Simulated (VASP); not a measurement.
Data:

```yaml
crystal:
  lattice:
    - [0.00000, 3.08550, 3.08550]
    - [3.08550, 0.00000, 3.08550]
    - [3.08550, 3.08550, 0.00000]
  atoms:
    - { symbol: Cu, position: [0.00000, 0.00000, 0.00000] }
    - { symbol: I, position: [0.25000, 0.25000, 0.25000] }
```

All values below come from PBE GGA, VASP's PBE PAW potentials (set 64) (plane waves; VASP 6.6.1). Run with 400 eV cut-off, 6×6×6 Γ-centred mesh, Gaussian smearing of 0.050 eV, potentials Cu I.

Unless said otherwise, spin-orbit coupling is left out, though it shifts the bands of the heavy elements here.

Question: Predict the energy per atom (σ→0), pressure, band gap (on the k-mesh) with the smallest direct gap where there is one.

Answer: 
```json
{
  "band gap (on the k-mesh)": "1.01 eV",
  "smallest direct gap (on the k-mesh)": "1.01 eV",
  "energy per atom (σ→0)": "-2.774 eV/atom",
  "pressure": "-1.75 GPa"
}
```

The absolute energy has meaning only against runs of the same code, potentials and settings.

The compound is CuI in the zinc blende structure. The cell was not relaxed at this level.
